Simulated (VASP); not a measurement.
OSZICAR of a VASP run on Si2Mo (a trial cell in the fluorite structure, space group Fm-3m):

**OSZICAR**
```
       N       E                     dE             d eps       ncg     rms          rms(c)
DAV:   1     0.873469564598E+02    0.87347E+02   -0.98034E+03   656   0.110E+03
DAV:   2    -0.188509746042E+02   -0.10620E+03   -0.10505E+03   740   0.275E+02
DAV:   3    -0.211038956963E+02   -0.22529E+01   -0.21804E+01   852   0.353E+01
DAV:   4    -0.211190048645E+02   -0.15109E-01   -0.15106E-01   677   0.328E+00
DAV:   5    -0.211192320611E+02   -0.22720E-03   -0.22719E-03   838   0.357E-01    0.136E+01
DAV:   6    -0.209023663331E+02    0.21687E+00   -0.10342E+01   698   0.171E+01    0.403E+00
DAV:   7    -0.205626807079E+02    0.33969E+00   -0.29524E+00   684   0.922E+00    0.387E+00
DAV:   8    -0.205344565319E+02    0.28224E-01   -0.11202E-01   628   0.284E+00    0.381E-01
DAV:   9    -0.205347161516E+02   -0.25962E-03   -0.29600E-03   838   0.369E-01    0.214E-01
DAV:  10    -0.205350180686E+02   -0.30192E-03   -0.13307E-03   673   0.282E-01    0.504E-02
DAV:  11    -0.205350096207E+02    0.84480E-05   -0.24052E-04   761   0.108E-01    0.160E-02
DAV:  12    -0.205350206137E+02   -0.10993E-04   -0.20948E-05   642   0.284E-02    0.493E-03
DAV:  13    -0.205350211653E+02   -0.55165E-06   -0.35015E-06   766   0.979E-03
   1 F= -.20535021E+02 E0= -.20534038E+02  d E =-.294971E-02
```

**Question.** Which electronic solver shows in the log?

**Answer.** It is blocked Davidson (ALGO = Normal, or the opening steps of other solvers). The INCAR had ALGO = Normal.

**Question.** Can the final energy be trusted as converged?

**Answer.** The calculation finished and met its thresholds. It stopped with EDIFF = 1E-6, NELM = 100 (PBE GGA, plane waves, VASP's PBE PAW potentials (set 64)).

The structure was generated: Si2Mo was put into the fluorite type (Fm-3m), which need not be its known phase. The cell was not relaxed at this level.
